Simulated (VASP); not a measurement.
Input of a VASP 6.6.1 run:

File POSCAR:

```
Ba2BiSb2
1.0
   -2.4828653100      3.9212495400      5.0519686700
    4.8281717200      0.0258436100     -0.0867999900
    2.5242339600      3.8267480900     -4.9585156700
Bi Ba Sb
1 2 2
Direct
    0.9946930000      0.0191220000      0.0055640000
    0.7021850000      0.2351400000      0.2757470000
    0.2850350000      0.8097440000      0.7152470000
    0.6722100000      0.4849880000      0.7238670000
    0.2922850000      0.5056890000      0.2849180000
```

The input INCAR.step1:

```
SYSTEM = Ba2BiSb2
ALGO     = Normal         ! electronic algorithm
EDIFF    = 1E-4           ! SCF threshold, eV
ENCUT    = 520            ! plane-wave cutoff, eV
GGA      = PE             ! functional
ISMEAR   = -5             ! smearing method
LASPH    = .True.         ! aspherical terms in the spheres
LCHARG   = .False.        ! write CHGCAR
LREAL    = .False.        ! projectors in reciprocal space
LWAVE    = .True.         ! write WAVECAR
NELM     = 100            ! most SCF steps
PREC     = Accurate       ! precision mode
SIGMA    = 0.1            ! smearing width, eV
```

Contents of INCAR.step2:

```
SYSTEM = Ba2BiSb2
ALGO     = Normal         ! electronic algorithm
EDIFF    = 1E-7           ! SCF threshold, eV
ENCUT    = 520            ! plane-wave cutoff, eV
ISIF     = 2              ! what is computed and relaxed
ISMEAR   = -1             ! smearing method
ISTART   = 1            
LASPH    = .True.         ! aspherical terms in the spheres
LCHARG   = .False.        ! write CHGCAR
LMIXTAU  = .True.       
LORBIT   = 10             ! projections on sites
LREAL    = .False.        ! projectors in reciprocal space
LWAVE    = .False.        ! write WAVECAR
METAGGA  = R2SCAN         ! meta-GGA
NELM     = 100            ! most SCF steps
PREC     = Accurate       ! precision mode
SIGMA    = 0.1            ! smearing width, eV
```

File KPOINTS:

```
Automatic mesh
0
Gamma
  3 4 3
  0.5 0.5 0
```

Potentials or basis: VASP PAW PBE potentials, release 64 (Bi_d, Ba_sv, Sb).

Run with:

```bash
$ cat potpaw_PBE.64/Bi_d/POTCAR potpaw_PBE.64/Ba_sv/POTCAR potpaw_PBE.64/Sb/POTCAR > POTCAR
$ cp INCAR.step1 INCAR
$ mpirun -np 1 vasp_std > vasp.out
$ cp INCAR.step2 INCAR
$ mpirun -np 1 vasp_std > vasp.out
```

(1) Estimate the largest force.

(2) What does it give for the band gap on the k mesh?

(3) Predict the pressure.

Answers

(1) 0.929 eV/Å.

(2) none (metal or under the smearing width).

(3) 1.1 GPa.

Caveat: the k mesh is coarse (spacing up to 0.37 Å⁻¹), so the values aren't converged; the PAW data sets were made with another functional, which shifts forces and pressure a little; spin-orbit coupling is left out, which moves the levels of the heavy elements.
